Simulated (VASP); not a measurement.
# Rh (Fm-3m) in VASP: further runs, part 2 of 2

VASP 6.6.1.

### 5 Relaxation of cell and atoms, LDA

This run uses another cell than the first one, of 13.26 Å³/atom, 0.970 times its volume.

INCAR reads:

```
PREC     = Accurate       # precision mode
ENCUT    = 600            # plane-wave cutoff, eV
EDIFF    = 1E-7           # SCF threshold, eV
ISMEAR   = 1              # smearing method
SIGMA    = 0.1            # smearing width, eV
LREAL    = F              # projectors in reciprocal space
LASPH    = T              # aspherical terms in the spheres
NELM     = 80             # most SCF steps
ALGO     = Normal         # electronic algorithm
ISIF     = 3              # what is computed and relaxed
LWAVE    = F              # write WAVECAR
LCHARG   = F              # write CHGCAR
GGA      = CA             # functional
IBRION   = 2              # ionic algorithm
NSW      = 90             # ionic steps
EDIFFG   = -0.005         # ionic threshold
```

KPOINTS reads:

```
regular mesh
0
Gamma
  16 16 16
```

POSCAR reads:

```
Rh                                      
1.0
    0.0000000000      1.8784967767      1.8784967767
    1.8784967767      0.0000000000      1.8784967767
    1.8784967767      1.8784967767     -0.0000000000
  Rh            
     1
Direct
     0.0000000000000000    1.0000000000000000    0.0000000000000000
```

Potentials or basis: VASP PAW LDA potentials, release 64 (Rh_pv).

Launch:

```sh
> cat potpaw_LDA.64/Rh_pv/POTCAR > POTCAR
> mpirun -np 1 vasp_std > vasp.out
```

OUTCAR:

```text
PREC = Accurate
   ENCUT = 600
   EDIFF = 1E-7
   ISMEAR = 1
   LREAL = F
   LASPH = T
   NELM = 80
   ISIF = 3
   GGA = CA
   IBRION = 2
   NSW = 90
   EDIFFG = -0.005

 ion  position               nearest neighbor table
   1  0.000  0.000  0.000-

  LATTYP: Found a face centered cubic cell.
 ALAT       =     3.7569935534

  Lattice vectors:

 A1 = (   0.0000000000,   1.8784967767,   1.8784967767)
 A2 = (   1.8784967767,   0.0000000000,   1.8784967767)
[... 521 lines left out ...]

------------------------ aborting loop because EDIFF is reached ----------------------------------------

  FORCE on cell =-STRESS in cart. coord.  units (eV):
  Direction    XX          YY          ZZ          XY          YZ          ZX
  --------------------------------------------------------------------------------------
  -------------------------------------------------------------------------------------
  Total       -0.0014486     -0.0014486     -0.0014486      0.0000000     -0.0000000      0.0000000
  in kB       -0.1750604     -0.1750604     -0.1750604      0.0000000     -0.0000000      0.0000000
  external PRESSURE =      -0.1750604 kB  Pullay stress =       0.0000000 kB

 VOLUME and BASIS-vectors are now :
 -----------------------------------------------------------------------------
  energy-cutoff  :      600.00
  volume of cell :       13.26
      direct lattice vectors                 reciprocal lattice vectors
     0.000000000  1.878496777  1.878496777    -0.266170273  0.266170273  0.266170273
     1.878496777  0.000000000  1.878496777     0.266170273 -0.266170273  0.266170273
     1.878496777  1.878496777  0.000000000     0.266170273  0.266170273 -0.266170273

 POSITION                                       TOTAL-FORCE (eV/Angst)
 -----------------------------------------------------------------------------------
      0.00000      0.00000      0.00000         0.000000      0.000000      0.000000
 -----------------------------------------------------------------------------------
    total drift:                                0.000000     -0.000000     -0.000000

  FREE ENERGIE OF THE ION-ELECTRON SYSTEM (eV)
  ---------------------------------------------------
  free  energy   TOTEN  =        -8.6823160661 eV

  energy  without entropy=       -8.6821259554  energy(sigma->0) =       -8.68225270

 reached required accuracy - stopping structural energy minimisation
```

OSZICAR:

```text
N       E                     dE             d eps       ncg     rms          rms(c)
DAV:   1     0.123764911085E+03    0.12376E+03   -0.10144E+04  3193   0.164E+03
DAV:   2    -0.753472907783E+01   -0.13130E+03   -0.12586E+03  3274   0.412E+02
DAV:   3    -0.923676548316E+01   -0.17020E+01   -0.16799E+01  3694   0.523E+01
DAV:   4    -0.924689351975E+01   -0.10128E-01   -0.10126E-01  3496   0.418E+00
DAV:   5    -0.924704724034E+01   -0.15372E-03   -0.15372E-03  3648   0.480E-01    0.116E+01
DAV:   6    -0.871074928326E+01    0.53630E+00   -0.12318E+00  3319   0.164E+01    0.396E+00
DAV:   7    -0.868763805878E+01    0.23111E-01   -0.24832E-02  3652   0.201E+00    0.183E+00
DAV:   8    -0.868254932712E+01    0.50887E-02   -0.59205E-03  3334   0.130E+00    0.247E-01
DAV:   9    -0.868230971872E+01    0.23961E-03   -0.33708E-04  3691   0.313E-01    0.466E-02
DAV:  10    -0.868231612113E+01   -0.64024E-05   -0.41319E-06  3586   0.276E-02    0.368E-03
DAV:  11    -0.868231606612E+01    0.55012E-07   -0.40451E-07  3658   0.905E-03
   1 F= -.86823161E+01 E0= -.86822527E+01  d E =-.868232E+01
```

Run time: 15 s. Hardware: 1 thread of Intel Xeon Platinum 8488C (Sapphire Rapids), shared host; peak memory 0.14 GiB.

What came out:

```yaml
Free_energy: -8.6823 eV
Pressure_after_relaxing: 0.0 GPa
Band_gap_on_the_k_mesh: none (metal or under the smearing width)
```

Final structure:
```yaml
crystal:
  lattice:
    - [0.00000, 1.87850, 1.87850]
    - [1.87850, 0.00000, 1.87850]
    - [1.87850, 1.87850, 0.00000]
  atoms:
    - { symbol: Rh, position: [0.00000, 0.00000, 0.00000] }
```

Caveat: the relaxation stopped at its first step, so nothing moved.

### 6 Relaxation of cell and atoms, PBE

INCAR reads:

```
SYSTEM = Rh
ALGO = Normal ; EDIFF = 1E-6
EDIFFG = -0.01 ; ENCUT = 300
GGA = PE ; IBRION = 2
ISIF = 3 ; ISMEAR = 1
LASPH = .True. ; LCHARG = .False.
LREAL = .False. ; LWAVE = .False.
NELM = 80 ; NSW = 90
PREC = Accurate ; SIGMA = 0.1
```

KPOINTS reads:

```
k-points
0
Gamma
  8 8 8
  0 0 0
```

POSCAR reads:

```
Rh
1.0
    0.0000000000      1.8978500000      1.8978500000
    1.8978500000      0.0000000000      1.8978500000
    1.8978500000      1.8978500000      0.0000000000
Rh
1
Direct
    0.0000000000      0.0000000000      0.0000000000
```

Potentials or basis: VASP PAW PBE potentials, release 64 (Rh).

Launch:

```sh
> cat potpaw_PBE.64/Rh/POTCAR > POTCAR
> mpirun -np 1 vasp_std > vasp.out
```

It used 3.5 s of CPU time on 1 thread of Intel(R) Xeon(R) Platinum 8488C (Sapphire Rapids) (shared host), which was overloaded at the time.

Results (log left out):

| Property | Result |
| --- | --- |
| Free energy | -7.2476 eV |
| Relaxed volume | 13.98 Å³/atom |
| Relaxed cell | a = 2.704 Å, b = 2.704 Å, c = 2.704 Å, α = 60.00°, β = 60.00°, γ = 60.00° |
| Space group after relaxing (to 0.05 Å) | Fm-3m (No. 225) |
| Energy gained by relaxing | 5.6 meV/atom |
| Ionic steps | 3 |
| Pressure after relaxing | -0.1 GPa |
| Band gap on the k mesh | none (metal or under the smearing width) |

Step by step:
| step | energy change (eV) | largest force (eV/Å) | pressure (GPa) | volume (Å³) |
| --- | --- | --- | --- | --- |
| 1 | 0.0000 | 0.0000 | 6.01 | 13.67 |
| 2 | 0.0220 | 0.0000 | -11.39 | 14.71 |
| 3 | -0.0056 | 0.0000 | -0.08 | 13.98 |

Final structure:
```
CELL_PARAMETERS angstrom
0.00000 1.91217 1.91217
1.91217 0.00000 1.91217
1.91217 1.91217 0.00000
ATOMIC_POSITIONS crystal
Rh 0.00000 0.00000 0.00000
```

Levels at points of the mesh, in eV from the Fermi level:
```csv
k point,band 1,band 2,band 3,band 4,band 5,band 6,band 7,band 8
"(0.00, 0.00, 0.00)",-7.84,-3.00,-3.00,-3.00,-0.97,-0.97,15.99,16.22
"(0.50, 0.00, 0.00)",-5.98,-3.07,-3.07,0.55,0.55,0.74,8.46,15.49
"(0.50, 0.50, 0.00)",-6.15,-5.80,0.52,0.95,0.95,3.22,12.06,13.17
```

PBE usually gives volumes a little too large and moduli too small. Zero-point motion and thermal expansion aren't in these numbers.

### 7 The runs side by side

```tsv
level	potentials or basis	k mesh	cutoff (eV)	gap on the mesh (eV)	pressure (GPa)
PBE+D3(BJ)	VASP PAW PBE potentials, release 64 (Rh_pv)	16 × 16 × 16	600	none	0.0
LDA	VASP PAW LDA potentials, release 64 (Rh_pv)	16 × 16 × 16	600	none	0.0
PBE	VASP PAW PBE potentials, release 64 (Rh)	8 × 8 × 8	300	none	-0.1
```

Alike in all rows: task relaxation of cell and atoms; no spin polarisation; cell relaxed; smearing methfessel-paxton 0.1 eV.

Caveats: the relaxation stopped at its first step, so nothing moved (some runs); pairwise dispersion overbinds metals, which lowers pressure and volume (some runs).

Absolute energies hang on the potentials; compare differences alone.
